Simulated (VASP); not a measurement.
# Ni(111): what the settings do to the level below the vacuum, part 3 of 6

Aim: find which settings matter for a slab model of Ni(111), and what they cost.

VASP 6.6.1, plane waves and PAW; the level of theory is named at each step.

Still holding for the runs below: The magnetic state follows from one typed start and may not be the lowest.

So far, highest filled level below the vacuum (eV): step 2 (the base run) 5.04; step 3 (another mesh, mesh points along a 3, k-mesh 3×3×1) 5.05.

## Step 7: Another vacuum, vacuum width 5

Level of this step: PBE, spin-polarised from a ferromagnetic start; plane waves and PAW (Ni) (VASP).

Too little vacuum lets the faces of neighbouring images overlap, and too much only costs plane waves.

INCAR

```
SYSTEM = Ni
PREC = Normal
ENCUT = 350
EDIFF = 1E-06
NELM = 120
ISMEAR = 1
SIGMA = 0.1
LREAL = .FALSE.
ALGO = Normal
GGA = PE
NBANDS = 46
ISPIN = 2
MAGMOM = 1 1 1 1 1 1 1
LMAXMIX = 4
LORBIT = 11
LWAVE = .FALSE.
LCHARG = .FALSE.
KPAR = 4
IDIPOL = 3
LDIPOL = .TRUE.
DIPOL = 0.5 0.5 0.5
LVHAR = .TRUE.
LVACPOTAV = .TRUE.
```

POSCAR

```
Ni
1.0
    2.4890158698      0.0000000000      0.0000000000
    1.2445079349      2.1555509736      0.0000000000
    0.0000000000      0.0000000000     17.1936376853
Ni
7
Direct
    0.0000000000      0.0000000000      0.1454026219
    0.3333333333      0.3333333333      0.2636017480
    0.6666666667      0.6666666667      0.3818008740
    0.0000000000      0.0000000000      0.5000000000
    0.3333333333      0.3333333333      0.6181991260
    0.6666666667      0.6666666667      0.7363982520
    0.0000000000      0.0000000000      0.8545973781
```

KPOINTS

```
Automatic mesh
0
Gamma
12 12 1
0 0 0
```

PAW data sets: Ni (PBE family, release 64).

Launch:

```console
$ mpirun -np 4 vasp_std
```

The program printed:

```text
[... set-up lines as in an earlier step ...]
 entering main loop
       N       E                     dE             d eps       ncg     rms          rms(c)
DAV:   1     0.437121667735E+03    0.43712E+03   -0.24342E+04  3504   0.160E+03
DAV:   2    -0.995009431021E+01   -0.44707E+03   -0.42769E+03  3496   0.344E+02
DAV:   3    -0.433974815182E+02   -0.33447E+02   -0.30801E+02  3718   0.125E+02
DAV:   4    -0.439080639565E+02   -0.51058E+00   -0.50969E+00  3752   0.173E+01
DAV:   5    -0.439214278280E+02   -0.13364E-01   -0.13363E-01  5146   0.194E+00    0.258E+01
DAV:   6    -0.472140366804E+02   -0.32926E+01   -0.98466E+01  3896   0.142E+02    0.382E+01
DAV:   7    -0.518035135207E+02   -0.45895E+01   -0.78531E+01  4024   0.156E+02    0.373E+01
DAV:   8    -0.399896874695E+02    0.11814E+02   -0.24097E+01  5180   0.660E+01    0.233E+01
DAV:   9    -0.377640836119E+02    0.22256E+01   -0.97726E+00  4050   0.670E+01    0.200E+01
DAV:  10    -0.402974105377E+02   -0.25333E+01   -0.21272E+01  4270   0.739E+01    0.292E+01
DAV:  11    -0.367882502745E+02    0.35092E+01   -0.79615E+00  4028   0.535E+01    0.726E+00
DAV:  12    -0.371757954676E+02   -0.38755E+00   -0.38728E+00  4382   0.230E+01    0.109E+01
DAV:  13    -0.369720117072E+02    0.20378E+00   -0.22214E+00  4010   0.191E+01    0.523E+00
DAV:  14    -0.371026456786E+02   -0.13063E+00   -0.26101E-01  4074   0.541E+00    0.676E+00
DAV:  15    -0.370151827793E+02    0.87463E-01   -0.56114E-01  4464   0.956E+00    0.123E+00
DAV:  16    -0.370249472432E+02   -0.97645E-02   -0.47436E-02  4184   0.248E+00    0.978E-01
DAV:  17    -0.370265907958E+02   -0.16436E-02   -0.11473E-02  4034   0.161E+00    0.748E-01
DAV:  18    -0.370277089354E+02   -0.11181E-02   -0.19279E-02  3796   0.205E+00    0.686E-01
DAV:  19    -0.370285970457E+02   -0.88811E-03   -0.22825E-03  3982   0.481E-01    0.850E-01
DAV:  20    -0.370279930127E+02    0.60403E-03   -0.18002E-03  3888   0.717E-01    0.522E-01
DAV:  21    -0.370279708777E+02    0.22135E-04   -0.52905E-03  5164   0.851E-01    0.247E-01
DAV:  22    -0.370288955278E+02   -0.92465E-03   -0.16592E-03  4752   0.428E-01    0.540E-01
DAV:  23    -0.370287737058E+02    0.12182E-03   -0.58527E-04  3924   0.323E-01    0.333E-01
DAV:  24    -0.370286503605E+02    0.12335E-03   -0.28617E-04  5064   0.183E-01    0.167E-01
DAV:  25    -0.370286275083E+02    0.22852E-04   -0.98587E-05  4220   0.721E-02    0.942E-02
DAV:  26    -0.370286189724E+02    0.85359E-05   -0.85352E-05  4044   0.821E-02    0.121E-02
DAV:  27    -0.370286231185E+02   -0.41461E-05   -0.14627E-05  3658   0.340E-02    0.170E-02
DAV:  28    -0.370286236310E+02   -0.51249E-06   -0.30656E-06  2464   0.280E-02
 -----------------------------------------------------------------------------
|                                                                             |
|           W    W    AA    RRRRR   N    N  II  N    N   GGGG   !!!           |
|           W    W   A  A   R    R  NN   N  II  NN   N  G    G  !!!           |
|           W    W  A    A  R    R  N N  N  II  N N  N  G       !!!           |
|           W WW W  AAAAAA  RRRRR   N  N N  II  N  N N  G  GGG   !            |
|           WW  WW  A    A  R   R   N   NN  II  N   NN  G    G                |
|           W    W  A    A  R    R  N    N  II  N    N   GGGG   !!!           |
|                                                                             |
|     The minimum charge density times volume of the cell along the axis      |
|     of the dipole correction is larger 1E-1, which could mean that your     |
|     workfunction is not accurate as there is no field free region in        |
|     your cell. Please consider either increasing the size of your cell      |
|     along the dipole correction (vacuum dimension) or perhaps               |
|     increasing the precision of your calculation.                           |
|                                                                             |
 -----------------------------------------------------------------------------

 [... a notice as in an earlier step ...]

   1 F= -.37028624E+02 E0= -.37028169E+02  d E =-.136537E-02  mag=     4.8162
 -----------------------------------------------------------------------------
|                                                                             |
|           W    W    AA    RRRRR   N    N  II  N    N   GGGG   !!!           |
|           W    W   A  A   R    R  NN   N  II  NN   N  G    G  !!!           |
|           W    W  A    A  R    R  N N  N  II  N N  N  G       !!!           |
|           W WW W  AAAAAA  RRRRR   N  N N  II  N  N N  G  GGG   !            |
|           WW  WW  A    A  R   R   N   NN  II  N   NN  G    G                |
|           W    W  A    A  R    R  N    N  II  N    N   GGGG   !!!           |
|                                                                             |
|     The minimum charge density times volume of the cell along the axis      |
|     of the dipole correction is larger 1E-1, which could mean that your     |
|     workfunction is not accurate as there is no field free region in        |
|     your cell. Please consider either increasing the size of your cell      |
|     along the dipole correction (vacuum dimension) or perhaps               |
|     increasing the precision of your calculation.                           |
|                                                                             |
 -----------------------------------------------------------------------------

 [... a notice as in an earlier step ...]
```

It took 42 s on 4 MPI ranks of Intel Xeon Platinum 8488C (Sapphire Rapids), shared host; peak memory 0.73 GiB; 2.8 min of CPU time.

Parts of OUTCAR (step 7):

```text
   ENCUT  =  350.0 eV  25.72 Ry    5.07 a.u.   3.80  3.80 26.23*2*pi/ulx,y,z

   NELECT =      70.0000    total number of electrons

 E-fermi :   6.9414

 spin component 1
 k-point     1 :       0.0000    0.0000    0.0000
  band No.  band energies     occupation
    ...
     38       6.2294      1.00000
     39       6.2294      1.00000
     40       6.2816      1.00000
     41       6.2816      1.00000
     42       6.3567      1.00000
     43       7.4837     -0.00000
     44      12.6024      0.00000
     45      14.9523      0.00000
     46      15.6985      0.00000

 k-point     2 :       0.0833   -0.0000    0.0000
  band No.  band energies     occupation
    ...
     37       6.0729      1.00000
     38       6.0735      1.00000
     39       6.2306      1.00000
     40       6.2865      1.00000
     41       6.6634      1.00030
     42       7.1878     -0.00135
     43       8.1886     -0.00000
     44      12.7034      0.00000
     45      15.1446      0.00000
     46      15.8415      0.00000

  Total       -1.8646656     -1.8646656     -1.2180562     -0.0000000     -0.0000000      0.0000000
  in kB      -32.3860364    -32.3860364    -21.1555438     -0.0000000     -0.0000000      0.0000000
  external PRESSURE =     -28.6425389 kB  Pullay stress =       0.0000000 kB

 POSITION                                       TOTAL-FORCE (eV/Angst)
 -----------------------------------------------------------------------------------
      0.00000      0.00000      2.50000        -0.000000      0.000000      0.140191
      1.24451      0.71852      4.53227         0.000000     -0.000000     -0.135906
      2.48902      1.43703      6.56455         0.000000      0.000000     -0.050348
      0.00000      0.00000      8.59682        -0.000000      0.000000      0.000000
      1.24451      0.71852     10.62909        -0.000000     -0.000000      0.050348
      2.48902      1.43703     12.66136        -0.000000     -0.000000      0.135906
      0.00000      0.00000     14.69364         0.000000     -0.000000     -0.140191
 -----------------------------------------------------------------------------------
    total drift:                                0.000000      0.000000     -0.000000

  FREE ENERGIE OF THE ION-ELECTRON SYSTEM (eV)
  ---------------------------------------------------
  free  energy   TOTEN  =       -37.0286236310 eV

  energy  without entropy=      -37.0272582605  energy(sigma->0) =      -37.02816851

 magnetization (x)
# of ion       s       p       d       tot
------------------------------------------
    1       -0.004  -0.024   0.718   0.691
    2       -0.006  -0.025   0.760   0.729
    3       -0.005  -0.025   0.727   0.697
    4       -0.006  -0.026   0.717   0.684
    5       -0.005  -0.025   0.727   0.697
    6       -0.006  -0.025   0.760   0.729
    7       -0.004  -0.024   0.718   0.691
--------------------------------------------------
tot         -0.036  -0.174   5.127   4.917

[... 3 parts as in an earlier step ...]

[... 19 further parts left out ...]
```

Numbers from this step:

```
electronic cycles                                 : 28
Fermi energy                                      : 6.941 eV
moment of the cell, from the last line of the log : 4.816 μB
```

Spin moment in the PAW sphere by atom:

```csv
atom,spin moment in the PAW sphere (μB)
Ni1,0.691
Ni2,0.729
Ni3,0.697
Ni4,0.684
Ni5,0.697
Ni6,0.729
Ni7,0.691
```

Force by atom:

```csv
atom,x (eV/Å),y (eV/Å),z (eV/Å),size
Ni1,0.000,0.000,0.140,0.140
Ni2,0.000,0.000,-0.136,0.136
Ni3,0.000,0.000,-0.050,0.050
Ni4,0.000,0.000,0.000,0.000
Ni5,0.000,0.000,0.050,0.050
Ni6,0.000,0.000,0.136,0.136
Ni7,0.000,0.000,-0.140,0.140
```

The program found no flat vacuum in this gap and printed no vacuum level, so no level below the vacuum can be given.

## Step 8: Another vacuum, vacuum width 8

INCAR is that of step 7.

POSCAR

```
Ni
1.0
    2.4890158698      0.0000000000      0.0000000000
    1.2445079349      2.1555509736      0.0000000000
    0.0000000000      0.0000000000     20.1936376853
Ni
7
Direct
    0.0000000000      0.0000000000      0.1980821912
    0.3333333333      0.3333333333      0.2987214608
    0.6666666667      0.6666666667      0.3993607304
    0.0000000000      0.0000000000      0.5000000000
    0.3333333333      0.3333333333      0.6006392696
    0.6666666667      0.6666666667      0.7012785392
    0.0000000000      0.0000000000      0.8019178088
```

KPOINTS is that of step 7.

Launch:

```console
$ mpirun -np 4 vasp_std
```

The program printed:

```text
[... set-up lines as in an earlier step ...]
 entering main loop
       N       E                     dE             d eps       ncg     rms          rms(c)
DAV:   1     0.441380907518E+03    0.44138E+03   -0.24788E+04  3536   0.154E+03
DAV:   2    -0.875646354762E+01   -0.45014E+03   -0.43028E+03  3496   0.339E+02
DAV:   3    -0.433751213144E+02   -0.34619E+02   -0.32015E+02  3712   0.126E+02
DAV:   4    -0.438877996112E+02   -0.51268E+00   -0.51189E+00  3714   0.171E+01
[...]
DAV:  32    -0.370111762753E+02   -0.17103E-04   -0.85310E-06  3050   0.367E-02    0.747E-03
DAV:  33    -0.370111775874E+02   -0.13121E-05   -0.29980E-06  2488   0.173E-02    0.117E-02
DAV:  34    -0.370111777980E+02   -0.21059E-06   -0.12753E-06  2104   0.176E-02
 [... a notice as in an earlier step ...]

   1 F= -.37011178E+02 E0= -.37010222E+02  d E =-.286760E-02  mag=     4.7380
 [... a notice as in an earlier step ...]
```

It took 58 s on 4 MPI ranks; peak memory 0.79 GiB; 3.8 min of CPU time.

OUTCAR, selected parts (step 8):

```text
  Total       -1.9226062     -1.9226062     -1.1500572      0.0000000      0.0000000      0.0000000
  in kB      -28.4315411    -28.4315411    -17.0070708      0.0000000      0.0000000      0.0000000
  external PRESSURE =     -24.6233843 kB  Pullay stress =       0.0000000 kB

 POSITION                                       TOTAL-FORCE (eV/Angst)
 -----------------------------------------------------------------------------------
      0.00000      0.00000      4.00000         0.000000      0.000000      0.172129
      1.24451      0.71852      6.03227         0.000000     -0.000000     -0.130041
      2.48902      1.43703      8.06455        -0.000000      0.000000     -0.037801
      0.00000      0.00000     10.09682        -0.000000      0.000000      0.000000
      1.24451      0.71852     12.12909         0.000000     -0.000000      0.037801
      2.48902      1.43703     14.16136        -0.000000      0.000000      0.130041
      0.00000      0.00000     16.19364        -0.000000     -0.000000     -0.172129
 -----------------------------------------------------------------------------------
    total drift:                                0.000000      0.000000      0.000000

  FREE ENERGIE OF THE ION-ELECTRON SYSTEM (eV)
  ---------------------------------------------------
  free  energy   TOTEN  =       -37.0111777980 eV

  energy  without entropy=      -37.0083101978  energy(sigma->0) =      -37.01022193

 magnetization (x)
# of ion       s       p       d       tot
------------------------------------------
    1       -0.005  -0.024   0.709   0.680
    2       -0.006  -0.025   0.753   0.721
    3       -0.005  -0.025   0.715   0.685
    4       -0.007  -0.026   0.704   0.671
    5       -0.005  -0.025   0.715   0.685
    6       -0.006  -0.025   0.753   0.721
    7       -0.005  -0.024   0.709   0.680
--------------------------------------------------
tot         -0.039  -0.177   5.059   4.842

[... 1 part as in an earlier step ...]

[... 2 further parts left out ...]
[key lines of the parts left out:]
E-fermi :   5.1699
```

The program found no flat vacuum in this gap and printed no vacuum level, so no level below the vacuum can be given.

## Step 9: Another vacuum, vacuum width 24

INCAR is that of step 8.

POSCAR

```
Ni
1.0
    2.4890158698      0.0000000000      0.0000000000
    1.2445079349      2.1555509736      0.0000000000
    0.0000000000      0.0000000000     36.1936376853
Ni
7
Direct
    0.0000000000      0.0000000000      0.3315499841
    0.3333333333      0.3333333333      0.3876999894
    0.6666666667      0.6666666667      0.4438499947
    0.0000000000      0.0000000000      0.5000000000
    0.3333333333      0.3333333333      0.5561500053
    0.6666666667      0.6666666667      0.6123000106
    0.0000000000      0.0000000000      0.6684500159
```

KPOINTS is that of step 8.

Launch:

```console
$ mpirun -np 4 vasp_std
```

The program printed:

```text
[... set-up lines as in an earlier step ...]
 entering main loop
       N       E                     dE             d eps       ncg     rms          rms(c)
DAV:   1     0.445157961522E+03    0.44516E+03   -0.25391E+04  3520   0.129E+03
DAV:   2    -0.916163808908E+01   -0.45432E+03   -0.43550E+03  3538   0.321E+02
DAV:   3    -0.432044695290E+02   -0.34043E+02   -0.31959E+02  3736   0.123E+02
DAV:   4    -0.438859879559E+02   -0.68152E+00   -0.67458E+00  3906   0.193E+01
[...]
DAV:  52    -0.370106491804E+02   -0.54939E-05   -0.16498E-07  2140   0.426E-03    0.369E-03
DAV:  53    -0.370106509430E+02   -0.17626E-05   -0.16827E-07  2114   0.555E-03    0.607E-04
DAV:  54    -0.370106510743E+02   -0.13128E-06   -0.46274E-08  2006   0.162E-03
 [... a notice as in an earlier step ...]

   1 F= -.37010651E+02 E0= -.37009688E+02  d E =-.289007E-02  mag=     4.7348
```

The job ended after 2.7 min (4 MPI ranks; peak memory 1.1 GiB; 11 min of CPU time).

OUTCAR, selected parts (step 9):

```text
  Total       -1.9174458     -1.9174458     -1.1276261      0.0000000      0.0000000      0.0000000
  in kB      -15.8203281    -15.8203281     -9.3037389      0.0000000      0.0000000      0.0000000
  external PRESSURE =     -13.6481317 kB  Pullay stress =       0.0000000 kB

 POSITION                                       TOTAL-FORCE (eV/Angst)
 -----------------------------------------------------------------------------------
      0.00000      0.00000     12.00000         0.000000     -0.000000      0.174583
      1.24451      0.71852     14.03227         0.000000     -0.000000     -0.129166
      2.48902      1.43703     16.06455        -0.000000     -0.000000     -0.051455
      0.00000      0.00000     18.09682        -0.000000      0.000000      0.000000
      1.24451      0.71852     20.12909        -0.000000     -0.000000      0.051455
      2.48902      1.43703     22.16136        -0.000000     -0.000000      0.129166
      0.00000      0.00000     24.19364         0.000000      0.000000     -0.174583
 -----------------------------------------------------------------------------------
    total drift:                                0.000000      0.000000      0.000000

  FREE ENERGIE OF THE ION-ELECTRON SYSTEM (eV)
  ---------------------------------------------------
  free  energy   TOTEN  =       -37.0106510743 eV

  energy  without entropy=      -37.0077610087  energy(sigma->0) =      -37.00968772

[... 2 parts as in an earlier step ...]

[... 2 further parts left out ...]
[key lines of the parts left out:]
E-fermi :   0.6507
```

Against the base run its depth below the vacuum changes by +0.01 eV and the energy by -0.0 meV an atom.

## Step 10: Comparing the runs

Times are for 4 MPI ranks of Intel Xeon Platinum 8488C (Sapphire Rapids), shared host. The runs compared:

```csv
no.,vacuum width,electronic cycles,"moment of the cell, from the last line of the log (μB)",time,memory (GiB)
1,5,28,4.816,42 s,0.73
2,8,34,4.738,58 s,0.79
3,24,54,4.735,2.7 min,1.1
```

(Part 3 of 6 ends here.)

[Lines on the potential files, build, host, timing and source positions are cut from VASP's logs without a mark.]

[Logs are printed without paths, hosts, clocks, repeated set-up lines and the standing remarks that a program may print on its own settings, such as how far it seeks lower states.]

[Hosts, paths, dates, database ids (printed as entryN), source tags and the programs' standing remarks are cut or masked in the printed files.]

[In band tables of VASP the shares of atoms and orbitals are scaled to a sum of 1 inside the atoms' spheres.]

[Runs that stopped without an error message from VASP are left out.]
